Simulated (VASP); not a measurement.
Input:

```
CELL_PARAMETERS angstrom
      4.78469     0.00000     0.00000
     -2.39235     4.14366     0.00000
      0.00000     0.00000     7.81431
ATOMIC_POSITIONS crystal
  Tl 0.33333 0.66667 0.00000
  Tl 0.66667 0.33333 0.50000
  Bi 0.33333 0.66667 0.37500
  Bi 0.66667 0.33333 0.87500
```

Method: PBEsol GGA, VASP's PBE PAW potentials (set 64) (plane waves; VASP). Numerical set-up: 400 eV cut-off, 6×6×3 Γ-centred mesh, Gaussian smearing of 0.050 eV, potentials Tl_d Bi_d.

Energy and stress use the plane-wave basis of the starting cell.

### Question
The ions, cell shape and volume are relaxed. What does this cell relax into?

### Answer

```
CELL_PARAMETERS angstrom
      4.85034     0.00000     0.00000
     -2.42517     4.20052     0.00000
      0.00000     0.00000     7.88116
ATOMIC_POSITIONS crystal
  Tl 0.33333 0.66667 0.99846
  Tl 0.66667 0.33333 0.49846
  Bi 0.33333 0.66667 0.37654
  Bi 0.66667 0.33333 0.87654
```
Space group P6_3mc (186), at a tolerance of 0.03 Å.

### Question
How do energy and volume change from the first to the last step?

### Answer
The energy (σ→0) changes by -5.9 meV/atom and the volume by +3.6 %, in 9 ionic steps.

```json
[
 {"step": "1", "E(σ→0) (eV)": "-12.7835", "max force (eV/Å)": "0.086", "pressure (GPa)": "1.28", "volume (Å³)": "154.93"},
 {"step": "2", "E(σ→0) (eV)": "-12.8051", "max force (eV/Å)": "0.035", "pressure (GPa)": "-0.28", "volume (Å³)": "162.00"},
 {"step": "3", "E(σ→0) (eV)": "-12.8063", "max force (eV/Å)": "0.044", "pressure (GPa)": "0.00", "volume (Å³)": "160.64"},
 {"step": "4", "E(σ→0) (eV)": "-12.8062", "max force (eV/Å)": "0.042", "pressure (GPa)": "-0.03", "volume (Å³)": "160.75"},
 {"step": "5", "E(σ→0) (eV)": "-12.8067", "max force (eV/Å)": "0.030", "pressure (GPa)": "-0.04", "volume (Å³)": "160.73"},
 {"step": "6", "E(σ→0) (eV)": "-12.8072", "max force (eV/Å)": "0.007", "pressure (GPa)": "-0.02", "volume (Å³)": "160.66"},
 {"step": "7", "E(σ→0) (eV)": "-12.8072", "max force (eV/Å)": "0.011", "pressure (GPa)": "-0.01", "volume (Å³)": "160.66"},
 {"step": "8", "E(σ→0) (eV)": "-12.8073", "max force (eV/Å)": "0.007", "pressure (GPa)": "0.01", "volume (Å³)": "160.51"},
 {"step": "9", "E(σ→0) (eV)": "-12.8073", "max force (eV/Å)": "0.000", "pressure (GPa)": "0.01", "volume (Å³)": "160.57"}
]
```

The structure was generated: TlBi was put into the wurtzite type (P6_3mc), which need not be its known phase. This run relaxes it. Symmetry was kept, so distortions that lower it aren't found.
